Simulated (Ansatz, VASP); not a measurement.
# Cross-check of PbC between VASP and Ansatz

Wanted: the spread between two codes on one cell, functional and k mesh. The cell is generated by rule, not measured, and may not be a known phase. The cell is taken from a series of runs on this material, whose earlier steps may have relaxed, scaled, displaced or heated it; both programs get it as it stands.

Method: plane waves, with VASP 6.6.1 beside it; zone-centre phonons at PBEsol, in Ansatz 0.2.0.

The structure was built from a prototype and need not be the compound's stable phase.

## Step 1: The starting structure

Symmetry: P6_3mc, No. 186, hexagonal system. The conventional cell has a = 3.720 Å, b = 3.720 Å, c = 6.096 Å, α = 90.00°, β = 90.00°, γ = 120.00°. Nearest to Pb lie 4 C at 2.28 to 2.29 Å. Nearest to C lie 4 Pb at 2.28 to 2.29 Å. Farther neighbours are not listed.

Coordinates:

```
Pb C
1.0
     3.72010    0.00000    0.00000
    -1.86005    3.22170    0.00000
     0.00000    0.00000    6.09619
Pb C
2 2
Direct
  0.33333 0.66667 0.99971
  0.66667 0.33333 0.49971
  0.33333 0.66667 0.37529
  0.66667 0.33333 0.87529
```

## Step 2: VASP: zone-centre phonons, PBEsol

Second derivatives magnify differences that forces hide, and they need a tight electronic threshold.

Lines of VASP's logs that name or quote its potential files are left out, and so is its time.

File INCAR:

```
SYSTEM = PbC
PREC = Accurate
ENCUT = 600
EDIFF = 1E-08
NELM = 120
ISMEAR = 1
SIGMA = 0.15
LREAL = .FALSE.
ALGO = Normal
GGA = PS
NBANDS = 24
LORBIT = 11
LWAVE = .FALSE.
LCHARG = .FALSE.
ISIF = 2
IBRION = 8
LASPH = .TRUE.
GGA_COMPAT = .FALSE.
KPAR = 2
```

File POSCAR:

```
PbC
1.0
    3.7200962643      0.0000000000      0.0000000000
   -1.8600481321      3.2216978694      0.0000000000
    0.0000000000      0.0000000000      6.0961876720
Pb C
2 2
Direct
    0.3333333334      0.6666666668      0.9997142270
    0.6666666668      0.3333333334      0.4997142270
    0.3333333334      0.6666666668      0.3752857730
    0.6666666668      0.3333333334      0.8752857730
```

File KPOINTS:

```
Automatic mesh
0
Gamma
12 12 6
0 0 0
```

Potentials, in the order of the species: Pb_d and C (PBE family, release 64).

The run is started by

```
> mpirun -np 2 vasp_std
```

Numbers of over 12 decimals in the logs are rounded to 6 here.

What it wrote:

```text
[banner, memory and clock lines left out]
running    2 mpi-ranks, on    1 nodes
 distrk:  each k-point on    1 cores,    2 groups
 distr:  one band on    1 cores,    1 groups

 POSCAR found type information on POSCAR PbC
 POSCAR found :  2 types and       4 ions
|                                                                             |
|               ----> ADVICE to this user running VASP <----                  |
|                                                                             |
|     You enforced a specific xc type in the INCAR file but a different       |
|     [... a line on the potential file left out ...]
|     I HOPE YOU KNOW WHAT YOU ARE DOING!                                     |
|                                                                             |

 LDA part: xc-table for (Slater+PW92), standard interpolation
 POSCAR, INCAR and KPOINTS ok, starting setup
 FFT: planning ... GRIDC
 FFT: planning ... GRID_SOFT
 FFT: planning ... GRID
 WAVECAR not read
 entering main loop
       N       E                     dE             d eps       ncg     rms          rms(c)
DAV:   1     0.390890441311E+03    0.39089E+03   -0.19638E+04  3648   0.198E+03
DAV:   2     0.142096516139E+02   -0.37668E+03   -0.36668E+03  3784   0.475E+02
DAV:   3    -0.225637645022E+02   -0.36773E+02   -0.36320E+02  4976   0.167E+02
DAV:   4    -0.239559600309E+02   -0.13922E+01   -0.13885E+01  4120   0.337E+01
DAV:   5    -0.240277183632E+02   -0.71758E-01   -0.71741E-01  5344   0.712E+00    0.757E+00
DAV:   6    -0.213861465906E+02    0.26416E+01   -0.89749E+00  5360   0.290E+01    0.206E+00
DAV:   7    -0.214448484314E+02   -0.58702E-01   -0.10423E+00  3824   0.569E+00    0.162E+00
DAV:   8    -0.214364861498E+02    0.83623E-02   -0.19133E-01  5256   0.449E+00    0.663E-01
DAV:   9    -0.214206960270E+02    0.15790E-01   -0.54191E-02  5352   0.233E+00    0.180E-01
DAV:  10    -0.214209860093E+02   -0.28998E-03   -0.59418E-03  4904   0.564E-01    0.313E-02
DAV:  11    -0.214210502872E+02   -0.64278E-04   -0.18986E-04  5016   0.961E-02    0.169E-02
DAV:  12    -0.214210492869E+02    0.10003E-05   -0.12842E-05  4728   0.493E-02    0.909E-03
DAV:  13    -0.214210474798E+02    0.18070E-05   -0.86646E-06  5896   0.193E-02    0.273E-03
DAV:  14    -0.214210474596E+02    0.20194E-07   -0.83409E-07  4600   0.637E-03    0.113E-03
DAV:  15    -0.214210475319E+02   -0.72245E-07   -0.68904E-08  4512   0.136E-03    0.484E-04
DAV:  16    -0.214210475866E+02   -0.54676E-07   -0.21920E-08  3144   0.134E-03    0.127E-04
DAV:  17    -0.214210475767E+02    0.98785E-08   -0.26160E-09  2672   0.501E-04
   1 F= -.21421048E+02 E0= -.21421156E+02  d E =0.325266E-03
 Linear response reoptimize wavefunctions to high precision
DAV:   1    -0.214210475735E+02    0.31346E-08   -0.81857E-10  2704   0.281E-04
DAV:   2    -0.214210475736E+02   -0.30013E-10   -0.19712E-10  2360   0.124E-04
 Linear response DOF=           4
 Linear response progress:
  Degree of freedom:   1/  4
       N       E                     dE             d eps       ncg     rms          rms(c)
RMM:   1    -0.322968874510E+00   -0.32297E+00   -0.35926E-02 30763   0.544E+00
RMM:   2    -0.325087382466E+00   -0.21185E-02   -0.21932E-02 33084   0.116E+00    0.491E-02
RMM:   3    -0.325056634713E+00    0.30748E-04   -0.34515E-03 36982   0.391E-01    0.307E-02
RMM:   4    -0.324430288115E+00    0.62635E-03   -0.48346E-04 37965   0.152E-01    0.638E-03
RMM:   5    -0.324484525905E+00   -0.54238E-04   -0.10622E-04 38931   0.578E-02    0.440E-03
RMM:   6    -0.324495802451E+00   -0.11277E-04    0.11756E-05 38374   0.230E-02    0.100E-03
RMM:   7    -0.324495996653E+00   -0.19420E-06   -0.13477E-06 39419   0.825E-03    0.726E-04
RMM:   8    -0.324496293101E+00   -0.29645E-06   -0.10220E-06 38181   0.381E-03    0.123E-04
RMM:   9    -0.324497498144E+00   -0.12050E-05   -0.31012E-06 37073   0.164E-03    0.317E-05
RMM:  10    -0.324497330657E+00    0.16749E-06    0.47476E-07 39259   0.856E-04    0.280E-05
RMM:  11    -0.324497380280E+00   -0.49623E-07   -0.43415E-07 38730   0.460E-04    0.744E-06
RMM:  12    -0.324497384292E+00   -0.40122E-08   -0.20861E-07 39879   0.239E-04    0.402E-06
RMM:  13    -0.324497421047E+00   -0.36755E-07   -0.23456E-07 39697   0.133E-04    0.156E-06
RMM:  14    -0.324497404729E+00    0.16318E-07   -0.10781E-08 39774   0.810E-05    0.691E-07
RMM:  15    -0.324497409145E+00   -0.44169E-08    0.42032E-08 38075   0.533E-05    0.249E-07
 first order change of Fermi-energy   0.97718E-05
 force on displaced ion       1 direction 1 :  -9.928  -0.000   0.000
 Linear response progress:
  Degree of freedom:   2/  4
       N       E                     dE             d eps       ncg     rms          rms(c)
RMM:   1    -0.351186668884E+00   -0.35119E+00   -0.20630E-02  6966   0.556E+00
RMM:   2    -0.351882538166E+00   -0.69587E-03   -0.22566E-02  7578   0.127E+00    0.653E-02
RMM:   3    -0.351761856413E+00    0.12068E-03   -0.32979E-03  8415   0.458E-01    0.379E-02
RMM:   4    -0.351062546126E+00    0.69931E-03   -0.53100E-04  8765   0.185E-01    0.100E-02
RMM:   5    -0.351098865256E+00   -0.36319E-04   -0.35439E-05  8968   0.742E-02    0.676E-03
RMM:   6    -0.351134727045E+00   -0.35862E-04    0.91934E-05  7937   0.310E-02    0.273E-03
RMM:   7    -0.351144558694E+00   -0.98316E-05   -0.11625E-05  8812   0.132E-02    0.115E-03
RMM:   8    -0.351148440504E+00   -0.38818E-05   -0.21495E-05  7948   0.589E-03    0.518E-04
RMM:   9    -0.351153578844E+00   -0.51383E-05   -0.11680E-05  8834   0.280E-03    0.130E-04
RMM:  10    -0.351153357294E+00    0.22155E-06    0.38527E-06  8700   0.133E-03    0.743E-05
RMM:  11    -0.351154132463E+00   -0.77517E-06   -0.14929E-06  9017   0.702E-04    0.180E-05
RMM:  12    -0.351154066998E+00    0.65465E-07   -0.20937E-08  9252   0.329E-04    0.747E-06
RMM:  13    -0.351154152117E+00   -0.85119E-07   -0.61707E-08  9071   0.170E-04    0.327E-06
RMM:  14    -0.351154151552E+00    0.56479E-09    0.50966E-08  9241   0.951E-05    0.196E-06
 first order change of Fermi-energy   0.50735E+00
 force on displaced ion       1 direction 3 :  -0.000   0.000 -14.732
 Linear response progress:
  Degree of freedom:   3/  4
       N       E                     dE             d eps       ncg     rms          rms(c)
RMM:   1    -0.121875916077E+00   -0.12188E+00   -0.38735E-03 37472   0.207E+00
RMM:   2    -0.113789130199E+00    0.80868E-02   -0.55777E-03 32463   0.770E-01    0.864E-02
RMM:   3    -0.114440799074E+00   -0.65167E-03   -0.20870E-03 37394   0.315E-01    0.443E-02
RMM:   4    -0.114898638670E+00   -0.45784E-03   -0.33710E-04 36219   0.125E-01    0.113E-02
RMM:   5    -0.114895608501E+00    0.30302E-05   -0.87825E-05 39082   0.501E-02    0.793E-03
RMM:   6    -0.114819822803E+00    0.75786E-04    0.22181E-06 36716   0.177E-02    0.152E-03
RMM:   7    -0.114841717670E+00   -0.21895E-04   -0.65467E-06 38823   0.819E-03    0.689E-04
RMM:   8    -0.114842265810E+00   -0.54814E-06    0.14088E-06 38606   0.286E-03    0.959E-05
RMM:   9    -0.114842885886E+00   -0.62008E-06   -0.76494E-07 40433   0.120E-03    0.575E-05
RMM:  10    -0.114842435701E+00    0.45018E-06    0.27186E-07 38974   0.420E-04    0.142E-05
RMM:  11    -0.114842640243E+00   -0.20454E-06   -0.87784E-08 39797   0.178E-04    0.624E-06
RMM:  12    -0.114842577876E+00    0.62366E-07    0.42662E-08 39792   0.750E-05    0.211E-06
RMM:  13    -0.114842593734E+00   -0.15858E-07   -0.54416E-09 39292   0.348E-05    0.104E-06
RMM:  14    -0.114842605364E+00   -0.11630E-07   -0.39361E-10 38093   0.173E-05    0.273E-07
RMM:  15    -0.114842604425E+00    0.93923E-09    0.13155E-09 28275   0.107E-05    0.122E-07
 first order change of Fermi-energy  -0.44830E-04
 force on displaced ion       3 direction 1 :  -9.731  -0.000   0.000
 Linear response progress:
  Degree of freedom:   4/  4
       N       E                     dE             d eps       ncg     rms          rms(c)
RMM:   1    -0.128330740973E+00   -0.12833E+00    0.42330E-03  8965   0.207E+00
RMM:   2    -0.120210899890E+00    0.81198E-02   -0.68630E-03  7367   0.840E-01    0.904E-02
RMM:   3    -0.120653981494E+00   -0.44308E-03   -0.26111E-03  8639   0.345E-01    0.451E-02
RMM:   4    -0.120945514680E+00   -0.29153E-03   -0.32219E-04  8494   0.117E-01    0.170E-02
RMM:   5    -0.121040690027E+00   -0.95175E-04   -0.72107E-05  8760   0.484E-02    0.741E-03
RMM:   6    -0.121020459945E+00    0.20230E-04   -0.12215E-05  8820   0.201E-02    0.174E-03
RMM:   7    -0.121026914153E+00   -0.64542E-05   -0.43913E-06  8098   0.867E-03    0.904E-04
RMM:   8    -0.121018131355E+00    0.87828E-05   -0.59551E-07  8636   0.380E-03    0.229E-04
RMM:   9    -0.121018287888E+00   -0.15653E-06   -0.21120E-07  9199   0.143E-03    0.104E-04
RMM:  10    -0.121018738280E+00   -0.45039E-06    0.85263E-08  8279   0.547E-04    0.233E-05
RMM:  11    -0.121018876753E+00   -0.13847E-06   -0.38352E-08  9061   0.235E-04    0.146E-05
RMM:  12    -0.121018869046E+00    0.77070E-08   -0.47101E-09  8247   0.118E-04    0.349E-06
 first order change of Fermi-energy  -0.50758E+00
 force on displaced ion       3 direction 3 :   0.000   0.000 -11.146
 Linear response finished
```

OUTCAR, selected parts (step 2):

```text
ion  position               nearest neighbor table
   1  0.333  0.667  1.000-   4 2.28   4 2.28   4 2.28   3 2.29   2 3.73   2 3.73   2 3.73   2 3.73
                             2 3.73   2 3.73
   2  0.667  0.333  0.500-   3 2.28   3 2.28   3 2.28   4 2.29   1 3.73   1 3.73   1 3.73   1 3.73
                             1 3.73   1 3.73
   3  0.333  0.667  0.375-   2 2.28   2 2.28   2 2.28   1 2.29
   4  0.667  0.333  0.875-   1 2.28   1 2.28   1 2.28   2 2.29

  LATTYP: Found a hexagonal cell.
 ALAT       =     3.7200962643
 C/A-ratio  =     1.6387177210

 Subroutine GETGRP returns: Found 12 space group operations
 (whereof  6 operations were pure point group operations)

The static configuration has the point symmetry C_3v.
 The point group associated with its full space group is C_6v.

 Found     76 irreducible k-points:

   k-points           NKPTS =     76   k-points in BZ     NKDIM =     76   number of bands    NBANDS=     24

   dimension x,y,z NGX =    30 NGY =   30 NGZ =   50
   dimension x,y,z NGXF=    60 NGYF=   60 NGZF=  100

   ENCUT  =  600.0 eV  44.10 Ry    6.64 a.u.   7.43  7.43 12.18*2*pi/ulx,y,z

   NELECT =      36.0000    total number of electrons

 k-points in reciprocal lattice and weights: Automatic mesh
   0.00000000  0.00000000  0.00000000       0.001
   0.08333333 -0.00000000  0.00000000       0.007
   0.16666667  0.00000000  0.00000000       0.007
   0.25000000 -0.00000000  0.00000000       0.007
   0.33333333  0.00000000  0.00000000       0.007
   0.41666667  0.00000000  0.00000000       0.007
   0.50000000 -0.00000000  0.00000000       0.003
   0.08333333  0.08333333  0.00000000       0.007
   0.16666667  0.08333333  0.00000000       0.014
[...]
0.33333333  0.25000000  0.50000000       0.014
   0.33333333  0.33333333  0.50000000       0.002

 average (electrostatic) potential at core
       1 -89.9067       2 -89.9067       3 -48.0596       4 -48.0596

  Total       -0.0018896     -0.0018896     -0.0019806     -0.0000000      0.0000000      0.0000000
  in kB       -0.0414373     -0.0414373     -0.0434328     -0.0000000      0.0000000      0.0000000
  external PRESSURE =      -0.0421025 kB  Pullay stress =       0.0000000 kB

  energy-cutoff  :      600.00
  volume of cell :       73.06
      direct lattice vectors                 reciprocal lattice vectors
     3.720096264  0.000000000  0.000000000     0.268810248  0.155197669  0.000000000
    -1.860048132  3.221697869  0.000000000     0.000000000  0.310395338  0.000000000
     0.000000000  0.000000000  6.096187672     0.000000000  0.000000000  0.164036945

 POSITION                                       TOTAL-FORCE (eV/Angst)
 -----------------------------------------------------------------------------------
      0.00000      2.14780      6.09445         0.000000     -0.000000     -0.000826
      1.86005      1.07390      3.04635        -0.000000      0.000000     -0.000826
      0.00000      2.14780      2.28781        -0.000000      0.000000      0.000826
      1.86005      1.07390      5.33591         0.000000     -0.000000      0.000826
 -----------------------------------------------------------------------------------
    total drift:                               -0.000000     -0.000000     -0.000123

 Eigenvectors and eigenvalues of the dynamical matrix
 ----------------------------------------------------

   1 f  =   16.388940 THz   102.974745 2PiTHz  546.676184 cm-1    67.779178 meV
             X         Y         Z           dx          dy          dz
      0.000000  2.147799  6.094446    -0.000000   -0.000000    0.022805
      1.860048  1.073899  3.046352    -0.000000   -0.000000   -0.022805
      0.000000  2.147799  2.287813     0.000000    0.000000   -0.706739
      1.860048  1.073899  5.335906     0.000000    0.000000    0.706739

   2 f  =   14.529474 THz    91.291377 2PiTHz  484.651080 cm-1    60.089049 meV
             X         Y         Z           dx          dy          dz
      0.000000  2.147799  6.094446    -0.125316   -0.108158    0.000000
      1.860048  1.073899  3.046352    -0.125316   -0.108158    0.000000
      0.000000  2.147799  2.287813     0.520426    0.449171   -0.000000
      1.860048  1.073899  5.335906     0.520426    0.449171   -0.000000

   3 f  =   14.529474 THz    91.291377 2PiTHz  484.651080 cm-1    60.089049 meV
             X         Y         Z           dx          dy          dz
      0.000000  2.147799  6.094446     0.108158   -0.125316   -0.000000
      1.860048  1.073899  3.046352     0.108158   -0.125316   -0.000000
      0.000000  2.147799  2.287813    -0.449171    0.520426    0.000000
      1.860048  1.073899  5.335906    -0.449171    0.520426    0.000000

   4 f  =   14.320711 THz    89.979681 2PiTHz  477.687499 cm-1    59.225675 meV
             X         Y         Z           dx          dy          dz
      0.000000  2.147799  6.094446    -0.110507   -0.095375    0.000000
      1.860048  1.073899  3.046352     0.110507    0.095375    0.000000
      0.000000  2.147799  2.287813    -0.523775   -0.452053   -0.000000
      1.860048  1.073899  5.335906     0.523775    0.452053   -0.000000

   5 f  =   14.320711 THz    89.979681 2PiTHz  477.687499 cm-1    59.225675 meV
             X         Y         Z           dx          dy          dz
      0.000000  2.147799  6.094446    -0.095375    0.110507    0.000000
      1.860048  1.073899  3.046352     0.095375   -0.110507    0.000000
      0.000000  2.147799  2.287813    -0.452053    0.523775   -0.000000
      1.860048  1.073899  5.335906     0.452053   -0.523775   -0.000000

   6 f  =   13.998955 THz    87.958029 2PiTHz  466.954878 cm-1    57.895000 meV
             X         Y         Z           dx          dy          dz
      0.000000  2.147799  6.094446    -0.000000   -0.000000   -0.165401
      1.860048  1.073899  3.046352     0.000000    0.000000   -0.165401
      0.000000  2.147799  2.287813    -0.000000   -0.000000    0.687490
      1.860048  1.073899  5.335906     0.000000    0.000000    0.687490

   7 f  =    4.876221 THz    30.638201 2PiTHz  162.653227 cm-1    20.166421 meV
             X         Y         Z           dx          dy          dz
      0.000000  2.147799  6.094446    -0.000000   -0.000000   -0.706739
      1.860048  1.073899  3.046352    -0.000000    0.000000    0.706739
      0.000000  2.147799  2.287813    -0.000000    0.000000   -0.022805
      1.860048  1.073899  5.335906     0.000000    0.000000    0.022805

   8 f  =    1.802772 THz    11.327152 2PiTHz   60.134010 cm-1     7.455664 meV
             X         Y         Z           dx          dy          dz
      0.000000  2.147799  6.094446     0.523898    0.451910    0.000000
      1.860048  1.073899  3.046352    -0.523898   -0.451910    0.000000
      0.000000  2.147799  2.287813    -0.110533   -0.095345    0.000000
      1.860048  1.073899  5.335906     0.110533    0.095345    0.000000

   9 f  =    1.802772 THz    11.327152 2PiTHz   60.134010 cm-1     7.455664 meV
             X         Y         Z           dx          dy          dz
      0.000000  2.147799  6.094446     0.451910   -0.523898    0.000000
      1.860048  1.073899  3.046352    -0.451910    0.523898    0.000000
      0.000000  2.147799  2.287813    -0.095345    0.110533    0.000000
      1.860048  1.073899  5.335906     0.095345   -0.110533    0.000000

  10 f/i=    0.000394 THz     0.002476 2PiTHz    0.013147 cm-1     0.001630 meV
             X         Y         Z           dx          dy          dz
      0.000000  2.147799  6.094446     0.091018    0.681406   -0.000000
      1.860048  1.073899  3.046352     0.091018    0.681406   -0.000000
      0.000000  2.147799  2.287813     0.021917    0.164079   -0.000000
      1.860048  1.073899  5.335906     0.021917    0.164079   -0.000000

  11 f/i=    0.000394 THz     0.002476 2PiTHz    0.013147 cm-1     0.001630 meV
             X         Y         Z           dx          dy          dz
      0.000000  2.147799  6.094446    -0.681406    0.091018   -0.000000
      1.860048  1.073899  3.046352    -0.681406    0.091018   -0.000000
      0.000000  2.147799  2.287813    -0.164079    0.021917   -0.000000
      1.860048  1.073899  5.335906    -0.164079    0.021917   -0.000000

  12 f/i=    0.002375 THz     0.014920 2PiTHz    0.079209 cm-1     0.009821 meV
             X         Y         Z           dx          dy          dz
      0.000000  2.147799  6.094446     0.000000   -0.000000   -0.687490
      1.860048  1.073899  3.046352     0.000000   -0.000000   -0.687490
      0.000000  2.147799  2.287813     0.000000   -0.000000   -0.165401
      1.860048  1.073899  5.335906     0.000000   -0.000000   -0.165401

 ELASTIC MODULI CONTR FROM IONIC RELAXATION (kBar)
 Direction    XX          YY          ZZ          XY          YZ          ZX
 --------------------------------------------------------------------------------
 XX        -325.9770    143.4809    162.6526     -0.0000     -0.0000     -0.0000
 YY         143.4809   -325.9770    162.6526     -0.0000      0.0000      0.0000
 ZZ         162.6526    162.6526   -289.9334      0.0000      0.0000     -0.0000
 XY          -0.0000     -0.0000      0.0000   -234.7289      0.0000     -0.0000
 YZ          -0.0000      0.0000      0.0000      0.0000    -83.8002     -0.0000
 ZX          -0.0000      0.0000     -0.0000     -0.0000     -0.0000    -95.4302
 --------------------------------------------------------------------------------
```

(Continued in part 2 of 2.)

[Lines on the potential files, build, host, timing and source positions are cut from VASP's logs without a mark.]

[Logs are printed without paths, hosts, clocks, repeated set-up lines and the standing remarks that a program may print on its own settings, such as how far it seeks lower states.]

[Hosts, paths, dates, database ids (printed as entryN), source tags and the programs' standing remarks are cut or masked in the printed files.]
